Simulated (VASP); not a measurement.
Computed with PBEsol GGA, VASP's PBE PAW potentials (set 64) (plane waves; VASP 6.6.1).

VASP input:

### KPOINTS
```
Automatic mesh
0
Gamma
15 15 4
0 0 0
```

### POSCAR
```
WS2
1
    1.5732091909    -2.7248782276     0.0000000000
    1.5732091909     2.7248782276     0.0000000000
   -0.0000000000    -0.0000000000    12.5661426009
W S
2 4
Direct
  0.3333330000   0.6666670000   0.2500000000
  0.6666670000   0.3333330000   0.7500000000
  0.3333330000   0.6666670000   0.8748498099
  0.6666670000   0.3333330000   0.3748498099
  0.6666670000   0.3333330000   0.1251501901
  0.3333330000   0.6666670000   0.6251501901
```

INCAR:
```
SIGMA = 0.01
LOPTICS = .True.
NEDOS = 1001   ! DOS grid
SYSTEM = WS2
GGA = PS   ! PBEsol
LWAVE = .False.
NBANDS = 93
LMAXMIX = 6
PREC = Accurate
LCHARG = .False.
CSHIFT = 0.1
ENCUT = 400   ! plane-wave cut-off (eV)
EDIFF = 1E-7   ! SCF stop (eV)
ISMEAR = 0   ! Gaussian
NELM = 100   ! most electronic steps
LREAL = .False.   ! projection in real space or not
LASPH = .True.   ! aspherical one-centre terms
ALGO = Normal   ! blocked Davidson
```

POTCAR, in this order: W_sv S (PBE.64 set). Program: vasp_std.

The dielectric response may not be converged in the k-mesh; for small gaps it tends to come out too large. Without a dispersion term in the relaxation, distances and binding between the weakly bound layers, chains or molecules are unreliable, and so is what depends on them.

Task: What does the run give for the energy per atom (σ→0)?

Result: 
| Item | Value |
|---|---|
| energy per atom (σ→0) | -8425 meV/atom |

**OSZICAR**
```
...
DAV:  10    -0.505521494788E+02   -0.11895E-03   -0.17621E-03 17381   0.970E-02    0.271E-01
DAV:  11    -0.505520983803E+02    0.51098E-04   -0.69896E-05 17101   0.357E-02    0.144E-01
DAV:  12    -0.505521292450E+02   -0.30865E-04   -0.64341E-05 16403   0.227E-02    0.719E-02
DAV:  13    -0.505521237024E+02    0.55426E-05   -0.78912E-06 17356   0.128E-02    0.156E-02
DAV:  14    -0.505521242919E+02   -0.58951E-06   -0.22599E-06 16608   0.347E-03    0.903E-03
DAV:  15    -0.505521242796E+02    0.12246E-07   -0.75537E-08 15868   0.115E-03
   1 F= -.50552124E+02 E0= -.50552124E+02  d E =-.233881E-89
 imaginary and real dielectric function
```

The compound is WS2 in the 2H layered structure. It was relaxed first.
